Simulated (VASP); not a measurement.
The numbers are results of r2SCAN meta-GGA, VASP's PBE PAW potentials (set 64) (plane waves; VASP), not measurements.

VASP input:

File KPOINTS:
```
Automatic mesh
0
Gamma
6 6 4
0 0 0
```

File POSCAR:
```
CdS
1
    2.1267874712    -3.6837037780     0.0000000000
    2.1267874712     3.6837037780     0.0000000000
    0.0000000000     0.0000000000     6.9077411786
Cd S
2 2
Direct
  0.6666670000   0.3333330000   0.4999786628
  0.3333330000   0.6666670000   0.9999786628
  0.6666670000   0.3333330000   0.8770213372
  0.3333330000   0.6666670000   0.3770213372
```

### INCAR
```
# general
SYSTEM  = CdS
PREC    = Accurate
ENCUT   = 520   # plane-wave cut-off (eV)
LREAL   = F   # projection in real space or not
LASPH   = T   # aspherical one-centre terms

# electronic loop
EDIFF   = 1E-7
NELM    = 100   # most electronic steps
ALGO    = Normal
LMAXMIX = 4   # l cut-off of mixed one-centre charges
LMIXTAU = T

# smearing
ISMEAR  = 0   # Gaussian
SIGMA   = 0.05   # width (eV)

# functional
METAGGA = R2SCAN

# ions
IBRION  = 2   # conjugate gradients
NSW     = 30
ISIF    = 4
EDIFFG  = -0.01

# output
LWAVE   = F
LCHARG  = F
```

POTCAR, in this order: Cd S (PBE.64 set). Program: vasp_std.

Output

### OUTCAR
```
 ion  position               nearest neighbor table
   1  0.667  0.333  0.500-   4 2.60   4 2.60   4 2.60   3 2.60
   2  0.333  0.667  1.000-   3 2.60   3 2.60   3 2.60   4 2.60
   3  0.667  0.333  0.877-   2 2.60   2 2.60   2 2.60   1 2.60
   4  0.333  0.667  0.377-   1 2.60   1 2.60   1 2.60   2 2.60
  LATTYP: Found a hexagonal cell.
 ALAT       =     4.2535747874
 C/A-ratio  =     1.6239848889
 Subroutine PRICEL returns:
 Original cell was already a primitive cell.
 Subroutine GETGRP returns: Found 12 space group operations
The static configuration has the point symmetry C_3v.
 The point group associated with its full space group is C_6v.
The dynamic configuration has the point symmetry C_3v.
 Subroutine INISYM returns: Found 12 space group operations
 Subroutine IBZKPT returns following result:
 Found     21 irreducible k-points:

 Following reciprocal coordinates:
            Coordinates               Weight
  0.000000  0.000000  0.000000      1.000000
  0.166667 -0.000000  0.000000      6.000000
  0.333333 -0.000000  0.000000      6.000000
  0.500000  0.000000  0.000000      3.000000
  0.166667  0.166667  0.000000      6.000000
...
```

### OSZICAR
```
       N       E                     dE             d eps       ncg     rms          rms(c)
DAV:   1     0.196158430504E+03    0.19616E+03   -0.17970E+04   924   0.152E+03
DAV:   2    -0.547014452972E+02   -0.25086E+03   -0.24531E+03  1014   0.359E+02
DAV:   3    -0.695883616159E+02   -0.14887E+02   -0.14811E+02  1122   0.873E+01
DAV:   4    -0.697508343864E+02   -0.16247E+00   -0.16241E+00  1032   0.924E+00
DAV:   5    -0.697535768706E+02   -0.27425E-02   -0.27423E-02  1128   0.116E+00    0.947E+00
DAV:   6    -0.627256022754E+02    0.70280E+01   -0.74872E+00  1056   0.370E+01    0.111E+01
DAV:   7    -0.606314822280E+02    0.20941E+01   -0.76986E-01   966   0.917E+00    0.828E+00
DAV:   8    -0.615680277068E+02   -0.93655E+00   -0.63211E-01   924   0.836E+00    0.101E+00
DAV:   9    -0.583785968110E+02    0.31894E+01   -0.13237E+00   936   0.823E+00    0.112E+00
DAV:  10    -0.587389790275E+02   -0.36038E+00   -0.12650E-01   930   0.286E+00    0.917E-01
DAV:  11    -0.587373417635E+02    0.16373E-02   -0.72636E-03  1140   0.808E-01    0.102E+00
DAV:  12    -0.590480050238E+02   -0.31066E+00   -0.10130E-01   966   0.202E+00    0.322E-01
DAV:  13    -0.593202012592E+02   -0.27220E+00   -0.19326E-01  1026   0.291E+00    0.368E-01
DAV:  14    -0.592986389347E+02    0.21562E-01   -0.20702E-02   996   0.129E+00    0.196E-01
DAV:  15    -0.593126638792E+02   -0.14025E-01   -0.10178E-02   954   0.919E-01    0.125E-01
DAV:  16    -0.593187347246E+02   -0.60708E-02   -0.21525E-03   948   0.335E-01    0.151E-01
DAV:  17    -0.593189535041E+02   -0.21878E-03   -0.75603E-04   948   0.294E-01    0.131E-01
DAV:  18    -0.593198105788E+02   -0.85707E-03   -0.21470E-03   936   0.394E-01    0.341E-02
DAV:  19    -0.593200693601E+02   -0.25878E-03   -0.27240E-04   942   0.176E-01    0.226E-02
DAV:  20    -0.593200668928E+02    0.24673E-05   -0.11686E-05  1086   0.264E-02    0.293E-02
DAV:  21    -0.593200774317E+02   -0.10539E-04   -0.31155E-05   972   0.385E-02    0.247E-02
DAV:  22    -0.593200928607E+02   -0.15429E-04   -0.18838E-05   954   0.400E-02    0.668E-03
DAV:  23    -0.593200945848E+02   -0.17240E-05   -0.72199E-06   972   0.209E-02    0.765E-03
DAV:  24    -0.593200951387E+02   -0.55394E-06   -0.63269E-07  1098   0.553E-03    0.618E-03
DAV:  25    -0.593201000135E+02   -0.48748E-05   -0.17664E-06   936   0.131E-02    0.143E-03
DAV:  26    -0.593201001030E+02   -0.89506E-07   -0.37884E-07   810   0.502E-03
   1 F= -.59320100E+02 E0= -.59320100E+02  d E =-.593201E+02
```

File OUTCAR:
```
------------------------ aborting loop because EDIFF is reached ----------------------------------------
  FORCE on cell =-STRESS in cart. coord.  units (eV):
  Direction    XX          YY          ZZ          XY          YZ          ZX
  --------------------------------------------------------------------------------------
  Total       -2.0899314     -2.0899312     -2.0714704      0.0000000      0.0000000      0.0000000
  in kB      -30.9362565    -30.9362535    -30.6629874      0.0000000      0.0000000      0.0000000
  external PRESSURE =     -30.8451658 kB  Pullay stress =       0.0000000 kB
  volume of cell :      108.24
      direct lattice vectors                 reciprocal lattice vectors
     2.126787471 -3.683703778  0.000000000     0.235096363 -0.135732955  0.000000000
     2.126787471  3.683703778  0.000000000     0.235096363  0.135732955  0.000000000
     0.000000000  0.000000000  6.907741179     0.000000000  0.000000000  0.144765123
  FREE ENERGIE OF THE ION-ELECTRON SYSTEM (eV)
  ---------------------------------------------------
  free  energy   TOTEN  =       -59.3201001030 eV

  energy  without entropy=      -59.3201001030  energy(sigma->0) =      -59.32010010

 reached required accuracy - stopping structural energy minimisation
```
(Selected blocks of OUTCAR.)

The compound is CdS in the wurtzite structure. This cell is one point of a volume scan, at 1.06 of the reference volume.
